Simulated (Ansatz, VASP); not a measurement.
# Cross-check of H18C9SNO3F3 (ionic liquid Pyr13+ triflate at 300 K) between VASP and Ansatz, part 2 of 3

One calculation is typed for both programs; each brings its own data sets. How far apart do they land? Of the first pair: The structure shown is the start of the Ansatz relaxation below; VASP solves that cell, so the two are compared at the walk's first step.

VASP 6.6.1 and Ansatz 0.2.0.

So far: The structure; Ansatz: relaxation, PBE with D3(BJ).

In doubt: warnings of the run leave room for a lower electronic state (steps 2, 5), so energies may not be the lowest and differences between runs may mislead.

## 3. VASP: single point, PBE with D3(BJ), start cell, pair 1

Level of this step: PBE with D3(BJ), zero-moment start; plane waves and PAW (C, N, H, O, S, F) (VASP).

The same cell, functional, mesh and smearing now go to VASP, with its own data sets.

Lines of VASP's logs that name or quote its potential files are left out, and so is its time.

Contents of INCAR:

```
SYSTEM = H18C9SNO3F3
PREC = Accurate
ENCUT = 520
EDIFF = 1E-06
NELM = 200
ISMEAR = -1
SIGMA = 0.01
LREAL = Auto
ALGO = Normal
GGA = PE
IVDW = 12
NELECT = 417
NBANDS = 306
ISPIN = 2
MAGMOM = 0 0 0 0 0 0 0 0 0 0 0 0 0 0 0 0 0 0 0 0 0 0 0 0 0 0 0 0 0 0 0 0 0 0 0 0 -0 -0 0 -0 0 0 0 0 0 0 0 0 0 0 0 0 0 0 0 0 0 0 0 0 0 0 0 0 0 0 0 0 0 0 0 0 0 0 0 0 0 0 0 0 0 0 0 0 0 0 0 0 0 0 0 0 0 0 0 0 0 0 0 0 0 -0 0 0 0 0 0 0 0 0 -0 0 0 0 0 0 0 0 0 0 0 0 0 0 0 0 0 0 0 0 0 0 0 0 0 0 0 0 0 0
LORBIT = 11
LWAVE = .FALSE.
LCHARG = .FALSE.
ISIF = 2
LASPH = .TRUE.
GGA_COMPAT = .FALSE.
```

Contents of POSCAR:

```
H18C9SNO3F3
1.0
   11.3133600000      0.0000000000      0.0000000000
    0.0000000000     11.3133600000      0.0000000000
    0.0000000000      0.0000000000     11.3133600000
C N H O S F
36 4 72 12 4 12
Direct
    0.4117079276      0.6138583056      0.6338612048
    0.3669908851      0.7034426554      0.7244090173
    0.2358273758      0.6862329140      0.7455786787
    0.2425274189      0.7209264091      0.9624461698
    0.0516115460      0.7320990404      0.8540433611
    0.9941785641      0.8382213595      0.7957494502
    0.0713581111      0.9393230658      0.8417216459
    0.1959364857      0.8902218262      0.8276939830
    0.8829472411      0.6657173466      0.4797160172
    0.7835691607      0.7574495994      0.4805115368
    0.7259205046      0.7616923708      0.3591594363
    0.5905319021      0.8486073103      0.2161780408
    0.6798157223      0.9806458912      0.3673356103
    0.6196037252      0.0199233473      0.4807590318
    0.4975975307      0.9624373307      0.4701079078
    0.5265367671      0.8391406267      0.4253289916
    0.8578618554      0.1229784962      0.0840510688
    0.8402897106      0.2041038206      0.9771898004
    0.7392410389      0.2892332605      0.0016705912
    0.6029596866      0.4450313612      0.9414886471
    0.6890172327      0.3169261828      0.7852309128
    0.7991525064      0.3406680244      0.7125292574
    0.8317599723      0.4663866438      0.7503341182
    0.8144971962      0.4629482311      0.8835483004
    0.3666284817      0.1488594016      0.1364227780
    0.3308300982      0.2694866954      0.1860632032
    0.2047402363      0.2629369171      0.2315404089
    0.1439183408      0.4688704328      0.1879812894
    0.2302322210      0.4230838584      0.3849873070
    0.1423007842      0.4604467638      0.4790972797
[... 104 atom lines left out ...]
    0.6446007199      0.4907118663      0.5015309333
    0.5169728533      0.3465813870      0.4865132905
    0.5169640142      0.4899693813      0.3565695779
    0.1945664241      0.0188980108      0.4380219493
    0.0348084035      0.9152541774      0.4693919401
    0.0577458863      0.0081938522      0.3017229187
```

Contents of KPOINTS:

```
Automatic mesh
0
Gamma
1 1 1
0 0 0
```

The projector-augmented-wave data sets are C, N, H, O, S and F (PBE family, release 64).

The run is started by

```bash
export OMP_NUM_THREADS=3
mpirun -np 1 vasp_gam
```

Numbers of over 12 decimals in the logs are rounded to 6 here.

Output:

```text
[banner, memory and clock lines left out]
running    1 mpi-ranks, on    1 nodes
[...]
Offloading initialized ...    1 GPUs detected
[...]
LDA part: xc-table for (Slater+PW92), standard interpolation
 POSCAR, INCAR and KPOINTS ok, starting setup
[...]
entering main loop
       N       E                     dE             d eps       ncg     rms          rms(c)
DAV:   1     0.330672128037E+04    0.33067E+04   -0.22701E+05  1256   0.128E+03
DAV:   2    -0.487557685694E+03   -0.37943E+04   -0.36160E+04  1534   0.312E+02
DAV:   3    -0.831290549017E+03   -0.34373E+03   -0.34090E+03  1512   0.976E+01
DAV:   4    -0.838975620571E+03   -0.76851E+01   -0.76467E+01  1544   0.159E+01
DAV:   5    -0.839198767051E+03   -0.22315E+00   -0.22248E+00  1608   0.252E+00BRMIX: very serious problems
 the old and the new charge density differ
 old charge density:   416.00000 new  417.00000
    0.894E+01
DAV:   6    -0.775934269038E+03    0.63264E+02   -0.14684E+02  1464   0.215E+01    0.517E+01
DAV:   7    -0.768728274307E+03    0.72060E+01   -0.34370E+01  1536   0.117E+01    0.128E+01
DAV:   8    -0.768002670842E+03    0.72560E+00   -0.30942E+00  1584   0.354E+00    0.534E+00
DAV:   9    -0.767858181666E+03    0.14449E+00   -0.71069E-01  1584   0.151E+00    0.201E+00
[...]
DAV:  18    -0.767869689906E+03   -0.57898E-05   -0.62463E-06  1336   0.522E-03    0.508E-03
DAV:  19    -0.767869692170E+03   -0.22646E-05   -0.33605E-06  1080   0.391E-03    0.257E-03
DAV:  20    -0.767869692477E+03   -0.30709E-06   -0.11028E-06  1064   0.223E-03
   1 F= -.77537987E+03 E0= -.77537294E+03  d E =-.138629E-01  mag=     0.0000
```

OUTCAR, selected parts (step 3):

```text
 magnetization (x)
# of ion       s       p       d       tot
------------------------------------------
    1       -0.000  -0.000   0.000  -0.000
    2       -0.000  -0.000   0.000  -0.000
    3       -0.000  -0.000   0.000  -0.000
    4       -0.000  -0.000   0.000  -0.000
    5       -0.000  -0.000   0.000  -0.000
    6       -0.000  -0.000   0.000  -0.000
[...]
138       -0.000  -0.000   0.000  -0.000
  139       -0.000  -0.000   0.000  -0.000
  140       -0.000  -0.000   0.000  -0.000
--------------------------------------------------
tot         -0.000  -0.000   0.000  -0.000
```

This run allows spin, but its moments start at zero, where symmetry between the spins tends to hold them. Its electron count is odd, so without a moment it is a metal by construction.

## 4. Side by side

Known differences besides the potentials themselves: the cutoff is 420 eV in Ansatz and 520 eV in VASP (PREC = Accurate, projectors in real space). Total energies have different zeros and are not compared.

Forces on 9 of the 140 atoms, those with the largest forces and the largest differences (eV/Å; atoms numbered as in POSCAR):

```
atom          Ansatz x, y, z           VASP x, y, z
 C34    0.009, 0.070, -0.044   0.095, -0.326, 0.059
 C35  -0.021, -0.039, -0.001  0.252, -0.256, -0.242
 C36    -0.012, 0.064, 0.084  0.188, -0.273, -0.069
F130     0.015, 0.032, 0.065   0.252, -0.212, 0.271
F131    0.022, 0.086, -0.002   0.239, 0.285, -0.257
F134   -0.006, -0.035, 0.061   -0.056, 0.185, 0.379
F135     0.034, 0.019, 0.015    0.226, 0.246, 0.262
F137   -0.006, 0.019, -0.027  -0.236, 0.247, -0.253
F140   0.007, -0.019, -0.074  -0.180, 0.182, -0.359
```

The forces differ by 88 meV/Å r.m.s., where the r.m.s. force is 0.030 eV/Å in Ansatz and 0.089 eV/Å in VASP: the atoms lie near their places of rest in Ansatz, so a percentage would say little (all taken over all components). Moments aren't recorded for both runs of this pair, so they may hold unlike magnetic states. The cell carries a charge of -1 e against a uniform background, so its pressure also hangs on how the neutralising background is counted, and in a defect's cell a gap may be the spacing between its levels.

## 5. Ansatz: relaxation, PBE with D3(BJ)

This run makes the geometry at which the two programs are then compared.

The structure compared here is the end of the Ansatz relaxation.

Contents of input.yaml:

```yaml
crystal:
  lattice:
    - [11.31336, 0.0, 0.0]
    - [0.0, 11.31336, 0.0]
    - [0.0, 0.0, 11.31336]
  atoms:
    - { symbol: C, position: [0.41171, 0.61386, 0.63386] }
    - { symbol: C, position: [0.36699, 0.70344, 0.72441] }
    - { symbol: C, position: [0.23583, 0.68623, 0.74558] }
    - { symbol: "N", position: [0.18497, 0.75643, 0.84846] }
    - { symbol: C, position: [0.24253, 0.72093, 0.96245] }
    - { symbol: C, position: [0.05161, 0.7321, 0.85404] }
    - { symbol: C, position: [0.99418, 0.83822, 0.79575] }
    - { symbol: C, position: [0.07136, 0.93932, 0.84172] }
    - { symbol: C, position: [0.19594, 0.89022, 0.82769] }
    - { symbol: H, position: [0.50755, 0.62327, 0.6237] }
    - { symbol: H, position: [0.36965, 0.62664, 0.54742] }
    - { symbol: H, position: [0.39418, 0.52317, 0.66366] }
    - { symbol: H, position: [0.41677, 0.69216, 0.80671] }
    - { symbol: H, position: [0.38524, 0.79347, 0.69298] }
    - { symbol: H, position: [0.21648, 0.59348, 0.76597] }
    - { symbol: H, position: [0.18439, 0.71198, 0.66729] }
    - { symbol: H, position: [0.33654, 0.7434, 0.95997] }
    - { symbol: H, position: [0.19949, 0.76777, 0.03538] }
    - { symbol: H, position: [0.23249, 0.62512, 0.97224] }
    - { symbol: H, position: [0.02709, 0.72784, 0.94772] }
    - { symbol: H, position: [0.03519, 0.64612, 0.81299] }
    - { symbol: H, position: [0.99894, 0.83231, 0.69885] }
    - { symbol: H, position: [0.90139, 0.84502, 0.82216] }
    - { symbol: H, position: [0.05154, 0.95687, 0.93518] }
    - { symbol: H, position: [0.0608, 0.02236, 0.7932] }
    - { symbol: H, position: [0.26155, 0.92584, 0.88906] }
    - { symbol: H, position: [0.22803, 0.90231, 0.73718] }
    - { symbol: C, position: [0.88295, 0.66572, 0.47972] }
    - { symbol: C, position: [0.78357, 0.75745, 0.48051] }
    - { symbol: C, position: [0.72592, 0.76169, 0.35916] }
    - { symbol: "N", position: [0.63197, 0.85594, 0.34182] }
    - { symbol: C, position: [0.59053, 0.84861, 0.21618] }
    - { symbol: C, position: [0.67982, 0.98065, 0.36734] }
    - { symbol: C, position: [0.6196, 0.01992, 0.48076] }
    - { symbol: C, position: [0.4976, 0.96244, 0.47011] }
    - { symbol: C, position: [0.52654, 0.83914, 0.42533] }
    - { symbol: H, position: [0.95163, 0.68926, 0.41541] }
    - { symbol: H, position: [0.92407, 0.66009, 0.56733] }
    - { symbol: H, position: [0.84896, 0.5778, 0.45685] }
    - { symbol: H, position: [0.7193, 0.7352, 0.5498] }
    - { symbol: H, position: [0.82041, 0.84429, 0.50357] }
    - { symbol: H, position: [0.79265, 0.77845, 0.2906] }
    - { symbol: H, position: [0.68335, 0.67702, 0.33827] }
    - { symbol: H, position: [0.55939, 0.75894, 0.19825] }
    - { symbol: H, position: [0.51776, 0.91095, 0.20348] }
    - { symbol: H, position: [0.6645, 0.86881, 0.15728] }
    - { symbol: H, position: [0.77638, 0.97706, 0.37049] }
    - { symbol: H, position: [0.65319, 0.03757, 0.29372] }
    - { symbol: H, position: [0.66636, 0.98626, 0.55889] }
    - { symbol: H, position: [0.6173, 0.11648, 0.4858] }
    - { symbol: H, position: [0.44232, 0.00982, 0.40586] }
    - { symbol: H, position: [0.44925, 0.95881, 0.55391] }
    - { symbol: H, position: [0.45483, 0.79629, 0.37679] }
    - { symbol: H, position: [0.55564, 0.78191, 0.49753] }
    - { symbol: C, position: [0.85786, 0.12298, 0.08405] }
    - { symbol: C, position: [0.84029, 0.2041, 0.97719] }
    - { symbol: C, position: [0.73924, 0.28923, 0.00167] }
    - { symbol: "N", position: [0.71098, 0.37744, 0.90455] }
    - { symbol: C, position: [0.60296, 0.44503, 0.94149] }
    - { symbol: C, position: [0.68902, 0.31693, 0.78523] }
    - { symbol: C, position: [0.79915, 0.34067, 0.71253] }
    - { symbol: C, position: [0.83176, 0.46639, 0.75033] }
    - { symbol: C, position: [0.8145, 0.46295, 0.88355] }
    - { symbol: H, position: [0.8721, 0.17415, 0.16537] }
    - { symbol: H, position: [0.78055, 0.0662, 0.09832] }
    - { symbol: H, position: [0.93489, 0.06556, 0.07099] }
    - { symbol: H, position: [0.82159, 0.14972, 0.89893] }
    - { symbol: H, position: [0.92327, 0.25122, 0.95948] }
    - { symbol: H, position: [0.75729, 0.3427, 0.08054] }
    - { symbol: H, position: [0.65673, 0.24103, 0.01835] }
    - { symbol: H, position: [0.52664, 0.38553, 0.94201] }
    - { symbol: H, position: [0.61798, 0.48092, 0.0301] }
    - { symbol: H, position: [0.58824, 0.51703, 0.87861] }
    - { symbol: H, position: [0.61164, 0.36014, 0.74596] }
    - { symbol: H, position: [0.6682, 0.22394, 0.8013] }
    - { symbol: H, position: [0.78165, 0.33144, 0.6177] }
    - { symbol: H, position: [0.87063, 0.27927, 0.73608] }
    - { symbol: H, position: [0.92348, 0.48822, 0.72856] }
    - { symbol: H, position: [0.77263, 0.53197, 0.71014] }
    - { symbol: H, position: [0.79226, 0.54797, 0.92393] }
    - { symbol: H, position: [0.89219, 0.42547, 0.92741] }
    - { symbol: C, position: [0.36663, 0.14886, 0.13642] }
    - { symbol: C, position: [0.33083, 0.26949, 0.18606] }
    - { symbol: C, position: [0.20474, 0.26294, 0.23154] }
    - { symbol: "N", position: [0.1549, 0.37677, 0.28227] }
    - { symbol: C, position: [0.14392, 0.46887, 0.18798] }
    - { symbol: C, position: [0.23023, 0.42308, 0.38499] }
    - { symbol: C, position: [0.1423, 0.46045, 0.4791] }
    - { symbol: C, position: [0.04687, 0.36543, 0.46878] }
    - { symbol: C, position: [0.03211, 0.35175, 0.33594] }
    - { symbol: H, position: [0.35495, 0.07793, 0.20174] }
    - { symbol: H, position: [0.45982, 0.15024, 0.10997] }
    - { symbol: H, position: [0.31297, 0.12637, 0.05878] }
    - { symbol: H, position: [0.33798, 0.33566, 0.11544] }
    - { symbol: H, position: [0.39248, 0.29455, 0.25665] }
    - { symbol: H, position: [0.14482, 0.23748, 0.15964] }
    - { symbol: H, position: [0.19752, 0.19768, 0.30286] }
    - { symbol: H, position: [0.23055, 0.48346, 0.14777] }
    - { symbol: H, position: [0.08295, 0.43577, 0.12051] }
    - { symbol: H, position: [0.11117, 0.5511, 0.22726] }
    - { symbol: H, position: [0.28478, 0.34917, 0.41556] }
    - { symbol: H, position: [0.28772, 0.49354, 0.35232] }
    - { symbol: H, position: [0.1073, 0.54879, 0.45953] }
    - { symbol: H, position: [0.18311, 0.46312, 0.56679] }
    - { symbol: H, position: [0.07679, 0.28252, 0.50958] }
    - { symbol: H, position: [0.96277, 0.38965, 0.50976] }
    - { symbol: H, position: [0.97049, 0.41714, 0.30004] }
    - { symbol: H, position: [0.00366, 0.26398, 0.30733] }
    - { symbol: O, position: [0.11704, 0.41841, 0.78435] }
    - { symbol: S, position: [0.1942, 0.35019, 0.86325] }
    - { symbol: O, position: [0.29264, 0.41745, 0.91414] }
    - { symbol: O, position: [0.13209, 0.27165, 0.94531] }
    - { symbol: C, position: [0.27023, 0.24496, 0.75955] }
    - { symbol: F, position: [0.19092, 0.17904, 0.69863] }
    - { symbol: F, position: [0.34212, 0.16999, 0.81871] }
    - { symbol: F, position: [0.33713, 0.30369, 0.67949] }
    - { symbol: O, position: [0.54435, 0.74845, 0.96243] }
    - { symbol: S, position: [0.65026, 0.78366, 0.89668] }
    - { symbol: O, position: [0.75745, 0.79629, 0.9683] }
    - { symbol: O, position: [0.66676, 0.72448, 0.78268] }
    - { symbol: C, position: [0.61625, 0.94022, 0.85315] }
    - { symbol: F, position: [0.51695, 0.94768, 0.78696] }
    - { symbol: F, position: [0.70581, 0.98779, 0.78869] }
    - { symbol: F, position: [0.6004, 0.00992, 0.9493] }
    - { symbol: O, position: [0.76974, 0.27635, 0.41764] }
    - { symbol: S, position: [0.69492, 0.33531, 0.32993] }
    - { symbol: O, position: [0.75335, 0.42933, 0.26215] }
    - { symbol: O, position: [0.6184, 0.25677, 0.26131] }
    - { symbol: C, position: [0.5875, 0.41995, 0.42351] }
    - { symbol: F, position: [0.6446, 0.49071, 0.50153] }
    - { symbol: F, position: [0.51697, 0.34658, 0.48651] }
    - { symbol: F, position: [0.51696, 0.48997, 0.35657] }
    - { symbol: O, position: [0.09348, 0.7515, 0.25939] }
    - { symbol: S, position: [0.19008, 0.81146, 0.3217] }
    - { symbol: O, position: [0.23388, 0.75021, 0.42715] }
    - { symbol: O, position: [0.28144, 0.86233, 0.2455] }
    - { symbol: C, position: [0.11531, 0.94539, 0.38584] }
    - { symbol: F, position: [0.19457, 0.0189, 0.43802] }
    - { symbol: F, position: [0.03481, 0.91525, 0.46939] }
    - { symbol: F, position: [0.05775, 0.00819, 0.30172] }
total_charge: -1
kpoints:
  mp_grid: { grid: [1, 1, 1] }
hamiltonian:
  xc: pbe
  dispersion: d3bj
scf:
  occupations: { method: fermi_dirac, width: 0.01 }
  lower_state_search: "off"
output:
  forces: true
magnetization:
  spin_polarized: true
  initial_magnetization: 1
relax:
  f_tol: 0.05
  max_steps: 90
```

The run is started by

```bash
ansatz run input.yaml --threads 4 --pin off --max-ram 8192MiB --backend cpu --events-out ev --progress --plain --runs-dir out
```

Output:

```text
[...]
Crystal: 140 atoms, lattice volume = 1448.021 Å³
Basis set: ecut = 420 eV, 28353 PW (Γ), exchange–correlation on 160×160×160 points (8 copies of the dense FFT grid, shifted against one another)
Bands: 349, of which v1, the nominal top of the filled ones, is band 209 counted from 1 (208 counted from 0)
Symmetry: 1 space group operations
[...]
k-points: 1
[...]
Starting moments: Σ|m| = 1 μB on 140 of 140 sites
[...]
- { symbol: F, position: [0.640779, 0.502116, 0.495049] }
    - { symbol: F, position: [0.512892, 0.358069, 0.480558] }
    - { symbol: F, position: [0.513699, 0.500514, 0.349462] }
    - { symbol: O, position: [0.101108, 0.737333, 0.239953] }
    - { symbol: S, position: [0.197358, 0.791788, 0.308008] }
    - { symbol: O, position: [0.229915, 0.729587, 0.417044] }
    - { symbol: O, position: [0.297041, 0.835553, 0.237722] }
    - { symbol: C, position: [0.126648, 0.930767, 0.363869] }
    - { symbol: F, position: [0.206125, -0.000258897, 0.421471] }
    - { symbol: F, position: [0.037260, 0.907042, 0.439768] }
    - { symbol: F, position: [0.081326, -0.00532313, 0.273000] }
```

(Continued in part 3 of 3.)

[Lines on the potential files, build, host, timing and source positions are cut from VASP's logs without a mark.]

[Logs are printed without paths, hosts, clocks, repeated set-up lines and the standing remarks that a program may print on its own settings, such as how far it seeks lower states.]

[Hosts, paths, dates, database ids (printed as entryN), source tags and the programs' standing remarks are cut or masked in the printed files.]
